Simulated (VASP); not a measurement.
# CuI: what each functional gives for the gap, part 3 of 3

Aim: the gap of CuI on one structure at many levels of theory. The starting structure is a measured crystal structure from the Crystallography Open Database. Cell and atoms stay as given. Meshes and data sets differ where the inputs say so.

VASP 6.6.1.

Results so far: LDA 1.031 eV; PBE 1.178 eV; r2SCAN 1.653 eV; TB-mBJ 2.227 eV; LDA + spin-orbit coupling 0.858 eV; r2SCAN + spin-orbit coupling 1.504 eV; TB-mBJ + spin-orbit coupling 2.122 eV.

The database entry behind the starting cell differs from later determinations by our own check (about 0.4 % short), so it need not match the best structure at ambient conditions.

## Step 9: Bands with HSE06

Level of this step: HSE06; plane waves and PAW (I, Cu) (VASP).

HSE06 mixes in a quarter of exact exchange at short range, at far higher cost; in semiconductors this cures much of the gap error, while metals seldom gain. This run uses a 4×4×4 mesh. Its starting orbitals come from a semilocal run on the same mesh, not shown.

Input file INCAR:

```
SYSTEM = CuI
PREC = Accurate
ENCUT = 350
EDIFF = 1E-06
NELM = 100
ISMEAR = 0
SIGMA = 0.03
LREAL = .FALSE.
ALGO = Normal
LHFCALC = .TRUE.
AEXX = 0.25
GGA = PE
HFSCREEN = 0.2
LASPH = .TRUE.
NBANDS = 15
PRECFOCK = Fast
LORBIT = 11
LWAVE = .FALSE.
LCHARG = .FALSE.
KPAR = 4
```

Input file POSCAR:

```
CuI
1.0
    0.0000000000      3.0160000000      3.0160000000
    3.0160000000      0.0000000000      3.0160000000
    3.0160000000      3.0160000000      0.0000000000
I Cu
1 1
Direct
    0.0000000000      0.0000000000      0.0000000000
    0.7500000000      0.7500000000      0.7500000000
```

Input file KPOINTS:

```
Automatic mesh
0
Gamma
4 4 4
0 0 0
```

Input file KPOINTS_OPT:

```
Line mode
10
Line-mode
Reciprocal
  0.00000000   0.00000000   0.00000000 GAMMA
  0.50000000   0.00000000   0.50000000 X

  0.50000000   0.00000000   0.50000000 X
  0.50000000   0.25000000   0.75000000 W

  0.50000000   0.25000000   0.75000000 W
  0.37500000   0.37500000   0.75000000 K

  0.37500000   0.37500000   0.75000000 K
  0.00000000   0.00000000   0.00000000 GAMMA

  0.00000000   0.00000000   0.00000000 GAMMA
  0.50000000   0.50000000   0.50000000 L

  0.50000000   0.50000000   0.50000000 L
  0.62500000   0.25000000   0.62500000 U

  0.62500000   0.25000000   0.62500000 U
  0.50000000   0.25000000   0.75000000 W

  0.50000000   0.25000000   0.75000000 W
  0.50000000   0.50000000   0.50000000 L

  0.50000000   0.50000000   0.50000000 L
  0.37500000   0.37500000   0.75000000 K

  0.62500000   0.25000000   0.62500000 U
  0.50000000   0.00000000   0.50000000 X
```

The projector-augmented-wave data sets are I and Cu (PBE family, release 64).

Command:

```console
> mpirun -np 4 vasp_std
```

Numbers of over 12 decimals in the logs are rounded to 6 here.

Output:

```text
[banner, memory and clock lines left out]
running    4 mpi-ranks, on    1 nodes
[...]
LDA part: xc-table for (Slater+PW92), standard interpolation
 found WAVECAR, reading the header
 POSCAR, INCAR and KPOINTS ok, starting setup
[...]
reading WAVECAR
 the WAVECAR file was read successfully
 initial charge from wavefunction
 entering main loop
       N       E                     dE             d eps       ncg     rms          rms(c)
DAV:   1    -0.655552763359E+01   -0.65555E+01   -0.13422E+00   318   0.406E+01    0.343E+00
DAV:   2    -0.642671991273E+01    0.12881E+00   -0.93435E-01   303   0.363E+01    0.315E+00
DAV:   3    -0.644292976020E+01   -0.16210E-01   -0.47433E-02   374   0.252E+00    0.216E+00
DAV:   4    -0.644113028738E+01    0.17995E-02   -0.10323E-02   311   0.376E+00    0.133E+00
DAV:   5    -0.644111121864E+01    0.19069E-04   -0.23927E-03   381   0.969E-01    0.924E-01
DAV:   6    -0.644108437042E+01    0.26848E-04   -0.14487E-04   370   0.286E-01    0.549E-01
[...]
DAV:   8    -0.644106814919E+01    0.15604E-05   -0.58081E-06   275   0.168E-02    0.178E-01
DAV:   9    -0.644106889627E+01   -0.74708E-06   -0.23178E-06   296   0.242E-02
   1 F= -.64410689E+01 E0= -.64410689E+01  d E =-.595867E-23
 Start KPOINTS_OPT (optional k-point list driver)
k-point batch [1-8\100]
       N       E                     dE             ncg
DAV:   1     0.937249202583E+03   -0.90677E+03      240
DAV:   2     0.316795150225E+02   -0.90557E+03      247
DAV:   3    -0.334992039282E+02   -0.65179E+02      324
DAV:   4    -0.355059607651E+02   -0.20068E+01      325
DAV:   5    -0.355721536272E+02   -0.66193E-01      355
DAV:   6    -0.355751809584E+02   -0.30273E-02      364
DAV:   7    -0.355752172466E+02   -0.36288E-04      340
DAV:   8    -0.355752175423E+02   -0.29567E-06      260
[...]
k-point batch [97-100\100]
       N       E                     dE             ncg
DAV:   1     0.246536334324E+04   -0.15439E+04      120
DAV:   2     0.206987237309E+04   -0.39549E+03      134
DAV:   3     0.204960284612E+04   -0.20270E+02      148
DAV:   4     0.204904166810E+04   -0.56118E+00      185
DAV:   5     0.204902756801E+04   -0.14100E-01      192
DAV:   6     0.204902740578E+04   -0.16223E-03      192
DAV:   7     0.204902740374E+04   -0.20460E-05      176
DAV:   8     0.204902740370E+04   -0.38223E-07      144
```

Run time: 3.5 min. Hardware: 4 MPI ranks of Intel Xeon 6975P-C (Granite Rapids), shared host; peak memory 0.99 GiB; 12 min of CPU time.

From OUTCAR (step 9):

```text
 POSITION                                       TOTAL-FORCE (eV/Angst)
 -----------------------------------------------------------------------------------
      0.00000      0.00000      0.00000         0.000000     -0.000000     -0.000000
      4.52400      4.52400      4.52400        -0.000000      0.000000      0.000000
 -----------------------------------------------------------------------------------
    total drift:                               -0.000285     -0.000116     -0.000139

  FREE ENERGIE OF THE ION-ELECTRON SYSTEM (eV)
  ---------------------------------------------------
  free  energy   TOTEN  =        -6.4410688963 eV

  energy  without entropy=       -6.4410688963  energy(sigma->0) =       -6.44106890

[... 1 part as in an earlier step ...]

[... 2 further parts left out ...]
[key lines of the parts left out:]
E-fermi :   3.8496
```

HSE06 gives a direct gap of 2.637 eV. The least gap is +1.606 eV from that of LDA, on another mesh, which alone can move a gap by some hundredths of an eV.

## Step 10: Bands with PBE0

PBE0 keeps a quarter of exact exchange at all ranges; it tends to overshoot small gaps. This run uses a 4×4×4 mesh. It starts from the orbitals of an earlier run, not shown.

INCAR: that of step 9 with these lines changed.

```diff
@@ -12,3 +12,2 @@
 GGA = PE
-HFSCREEN = 0.2
 LASPH = .TRUE.
@@ -16,2 +15,3 @@
 PRECFOCK = Fast
+HFRCUT = -1
 LORBIT = 11
```

POSCAR is that of step 9.

KPOINTS is that of step 9.

KPOINTS_OPT is that of step 9.

Command:

```console
> mpirun -np 4 vasp_std
```

Output:

```text
[banner, memory and clock lines left out]
running    4 mpi-ranks, on    1 nodes
[...]
LDA part: xc-table for (Slater+PW92), standard interpolation
 found WAVECAR, reading the header
 POSCAR, INCAR and KPOINTS ok, starting setup
[...]
HFRCUT set to (new)   9.429134
 reading WAVECAR
 the WAVECAR file was read successfully
 initial charge from wavefunction
 entering main loop
       N       E                     dE             d eps       ncg     rms          rms(c)
DAV:   1    -0.704998661605E+01   -0.70500E+01   -0.12324E+00   318   0.399E+01    0.331E+00
DAV:   2    -0.694363745587E+01    0.10635E+00   -0.79105E-01   310   0.332E+01    0.321E+00
DAV:   3    -0.696384607165E+01   -0.20209E-01   -0.54731E-02   304   0.198E+00    0.226E+00
DAV:   4    -0.696068615289E+01    0.31599E-02   -0.12782E-02   296   0.449E+00    0.138E+00
DAV:   5    -0.696095410698E+01   -0.26795E-03   -0.20977E-03   306   0.433E-01    0.921E-01
DAV:   6    -0.696087495247E+01    0.79155E-04   -0.44308E-04   341   0.677E-01    0.573E-01
[...]
DAV:   8    -0.696086507212E+01    0.19464E-05   -0.10315E-05   341   0.796E-02    0.190E-01
DAV:   9    -0.696086574735E+01   -0.67522E-06   -0.28020E-06   275   0.320E-02
   1 F= -.69608657E+01 E0= -.69608657E+01  d E =-.255147E-13
 Start KPOINTS_OPT (optional k-point list driver)
k-point batch [1-8\100]
       N       E                     dE             ncg
DAV:   1     0.917317913375E+03   -0.92670E+03      240
DAV:   2    -0.230468512924E+02   -0.94036E+03      247
DAV:   3    -0.900195484543E+02   -0.66973E+02      324
DAV:   4    -0.920242318818E+02   -0.20047E+01      340
DAV:   5    -0.920835261871E+02   -0.59294E-01      355
DAV:   6    -0.920861361862E+02   -0.26100E-02      371
DAV:   7    -0.920861669249E+02   -0.30739E-04      325
DAV:   8    -0.920861671834E+02   -0.25851E-06      260
[...]
k-point batch [97-100\100]
       N       E                     dE             ncg
DAV:   1     0.245157982031E+04   -0.15577E+04      120
DAV:   2     0.204136894669E+04   -0.41021E+03      134
DAV:   3     0.202067299893E+04   -0.20696E+02      148
DAV:   4     0.202011630678E+04   -0.55669E+00      177
DAV:   5     0.202009690613E+04   -0.19401E-01      200
DAV:   6     0.202009668682E+04   -0.21931E-03      184
DAV:   7     0.202009668414E+04   -0.26738E-05      192
DAV:   8     0.202009668410E+04   -0.43547E-07      144
```

Elapsed: 3.7 min, on 4 MPI ranks; peak memory 0.64 GiB.

From OUTCAR (step 10):

```text
 POSITION                                       TOTAL-FORCE (eV/Angst)
 -----------------------------------------------------------------------------------
      0.00000      0.00000      0.00000        -0.000000     -0.000000     -0.000000
      4.52400      4.52400      4.52400         0.000000      0.000000      0.000000
 -----------------------------------------------------------------------------------
    total drift:                               -0.000326     -0.000151     -0.000150

  FREE ENERGIE OF THE ION-ELECTRON SYSTEM (eV)
  ---------------------------------------------------
  free  energy   TOTEN  =        -6.9608657473 eV

  energy  without entropy=       -6.9608657473  energy(sigma->0) =       -6.96086575

[... 2 parts as in an earlier step ...]

[... 1 further part left out ...]
[key lines of the parts left out:]
E-fermi :   3.4330
```

PBE0 gives a direct gap of 3.315 eV. The least gap is +2.284 eV from that of LDA, on another mesh, which alone can move a gap by some hundredths of an eV.

## Step 11: The runs compared

| level | gap (eV) | least direct gap (eV) | mesh | core minutes |
| --- | --- | --- | --- | --- |
| LDA | 1.031 | 1.031 | 6×6×6 | 0.667 |
| PBE | 1.178 | 1.179 | 6×6×6 | 0.653 |
| r2SCAN | 1.653 | 1.653 | 6×6×6 | 2.27 |
| TB-mBJ | 2.227 | 2.227 | 6×6×6 | 2.0 |
| LDA + spin-orbit coupling | 0.858 | 0.858 | 6×6×6 | 2.53 |
| r2SCAN + spin-orbit coupling | 1.504 | 1.504 | 6×6×6 | 11.9 |
| TB-mBJ + spin-orbit coupling | 2.122 | 2.122 | 6×6×6 | 8.27 |
| HSE06 | 2.637 | 2.638 | 4×4×4 | 13.9 |
| PBE0 | 3.315 | 3.316 | 4×4×4 | 14.9 |

Core minutes are wall time times ranks of the run shown, on a shared host.

## Step 12: Results

| Item | Value |
| --- | --- |
| gap, LDA | 1.031 eV |
| gap, PBE | 1.178 eV |
| gap, r2SCAN | 1.653 eV |
| gap, TB-mBJ | 2.227 eV |
| gap, LDA + spin-orbit coupling | 0.858 eV |
| gap, r2SCAN + spin-orbit coupling | 1.504 eV |
| gap, TB-mBJ + spin-orbit coupling | 2.122 eV |
| gap, HSE06 | 2.637 eV |
| gap, PBE0 | 3.315 eV |

**Reading.** Without spin-orbit coupling the gap of CuI runs from 1.031 eV (LDA) to 3.315 eV (PBE0). HSE06 gives +1.46 eV from PBE, on another mesh, which alone can move a gap by some hundredths of an eV. TB-mBJ lies -0.41 eV from HSE06, on another mesh, which alone can move a gap by some hundredths of an eV. Spin-orbit coupling changes the LDA gap by -0.173 eV. Spin-orbit coupling changes the r2SCAN gap by -0.149 eV. Spin-orbit coupling changes the TB-mBJ gap by -0.105 eV. These are gaps between Kohn-Sham or generalised Kohn-Sham levels of a static lattice, without excitons or temperature. Further runs on this material are not shown.

[Lines on the potential files, build, host, timing and source positions are cut from VASP's logs without a mark.]

[Logs are printed without paths, hosts, clocks, repeated set-up lines and the standing remarks that a program may print on its own settings, such as how far it seeks lower states.]

[Hosts, paths, dates, database ids (printed as entryN), source tags and the programs' standing remarks are cut or masked in the printed files.]
